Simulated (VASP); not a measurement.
A neutral W vacancy in W (bcc) against the size of the supercell and its k-mesh, ions relaxed at a fixed lattice constant. The reservoir is the same cell's perfect crystal. Calculation: PBE GGA, VASP's PBE PAW potentials (set 64) (plane waves; VASP 6.6.1).

Cells with an even electron count and no magnetic element ran without spin.

```json
[
 {"perfect cell and k-mesh": "8 atoms, 1×1×1", "host energy (eV/atom)": "-12.2744", "formation energy (eV)": "3.22"},
 {"perfect cell and k-mesh": "8 atoms, 6×6×6", "host energy (eV/atom)": "-12.9550", "formation energy (eV)": "3.84"},
 {"perfect cell and k-mesh": "16 atoms, 1×1×1", "host energy (eV/atom)": "-11.8489", "formation energy (eV)": "-2.69"},
 {"perfect cell and k-mesh": "16 atoms, 4×4×4", "host energy (eV/atom)": "-12.9530", "formation energy (eV)": "3.68"},
 {"perfect cell and k-mesh": "27 atoms, 1×1×1", "host energy (eV/atom)": "-12.5398", "formation energy (eV)": "-1.03"},
 {"perfect cell and k-mesh": "27 atoms, 4×4×4", "host energy (eV/atom)": "-12.9553", "formation energy (eV)": "3.60"},
 {"perfect cell and k-mesh": "54 atoms, 1×1×1", "host energy (eV/atom)": "-12.8949", "formation energy (eV)": "4.66"},
 {"perfect cell and k-mesh": "54 atoms, 3×3×3", "host energy (eV/atom)": "-12.9411", "formation energy (eV)": "2.92"},
 {"perfect cell and k-mesh": "64 atoms, 1×1×1", "host energy (eV/atom)": "-12.7976", "formation energy (eV)": "2.32"},
 {"perfect cell and k-mesh": "64 atoms, 3×3×3", "host energy (eV/atom)": "-12.9555", "formation energy (eV)": "3.45"},
 {"perfect cell and k-mesh": "125 atoms, 1×1×1", "host energy (eV/atom)": "-13.0032", "formation energy (eV)": "4.60"},
 {"perfect cell and k-mesh": "128 atoms, 1×1×1", "host energy (eV/atom)": "-12.9754", "formation energy (eV)": "3.06"}
]
```

The values span 7.36 eV; the largest cell with a k-mesh is the most reliable.

Runs of the series that failed, ran out of time, didn't relax or are held back are left out.

The cell is a supercell, built from W (bcc).
